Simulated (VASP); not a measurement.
```xyz
3
Lattice="0.0000 2.1883 6.9998 2.1823 0.0000 6.9998 2.1823 2.1883 0.0000" Properties=species:S:1:pos:R:3 pbc="T T T"
Zr     2.1861     2.1890     2.3465
Zr     2.1732     2.1932    11.6422
Cd     2.1877     2.1828     7.0108
```

Level of theory: LDA (Ceperley-Alder, Perdew-Zunger), VASP's LDA PAW potentials (set 64) (plane waves; VASP). Run with 300 eV cut-off, 5×5×5 Γ-centred mesh, Gaussian smearing of 0.14 eV, potentials Zr_sv Cd.

At this cut-off the stress carries a Pulay error, which pulls relaxed volumes low. Energy and stress use the plane-wave basis of the starting cell.

The ions, cell shape and volume are relaxed. Give the cell that the relaxation ends in.

```xyz
3
Lattice="0.0000 2.1043 6.9182 2.1015 0.0000 6.9182 2.1015 2.1042 0.0000" Properties=species:S:1:pos:R:3 pbc="T T T"
Zr     2.1015     2.1046     2.3135
Zr     2.1004     2.1051    11.5233
Cd     2.1026     2.1031     6.9178
```
Space group I4/mmm (139), at a tolerance of 0.03 Å.

How do energy and volume change from the first to the last step?

The energy (σ→0) changes by -49.6 meV/atom and the volume by -8.5 %, in 11 ionic steps.

```csv
step,E(σ→0) (eV),max force (eV/Å),pressure (GPa),volume (Å³)
1,-20.4952,0.075,-7.27,66.86
2,-20.5460,0.520,7.81,57.55
3,-20.6319,0.294,0.02,61.49
4,-20.6320,0.300,0.18,61.39
5,-20.6424,0.076,0.20,61.15
6,-20.6432,0.048,0.22,61.06
7,-20.6435,0.039,-0.17,61.30
8,-20.6435,0.040,-0.17,61.28
9,-20.6439,0.014,-0.08,61.26
10,-20.6440,0.012,-0.05,61.25
11,-20.6440,0.008,0.04,61.18
```

The structure comes from a computed database's Zr2Cd entry; how it stands against other phases isn't given here. In the starting cell atoms are displaced from their ideal sites. This run relaxes it. The k-mesh is coarse (spacing up to 0.43 per Å, 2π included), so the numbers may not be converged in it. The run is one of a series of settings (EDIFFG = -0.01, IBRION = 2, ISIF = 3, NSW = 50 against the base run), some of them coarse on purpose.
